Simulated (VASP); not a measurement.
Data:

```xyz
1
Lattice="-1.6830 1.6830 1.6830 1.6830 -1.6830 1.6830 1.6830 1.6830 -1.6830" Properties=species:S:1:pos:R:3 pbc="T T T"
Nb     0.0000     0.0000     0.0000
```

Computed with PBE GGA, VASP's PBE PAW potentials (set 64) (plane waves; VASP). Settings: 400 eV cut-off, 11×11×11 Γ-centred mesh, first-order Methfessel-Paxton smearing of 0.10 eV, potentials Nb_sv.

Problem. Predict the energy per atom (σ→0), pressure, band gap (on the k-mesh) with the smallest direct gap where there is one.

Solution. 
```yaml
band gap (on the k-mesh): none (metal, semimetal or under 0.01 eV)
energy per atom (σ→0): -10.185 eV/atom
pressure: -8.12 GPa
```

The compound is Nb in the bcc structure. The cell was not relaxed at this level.
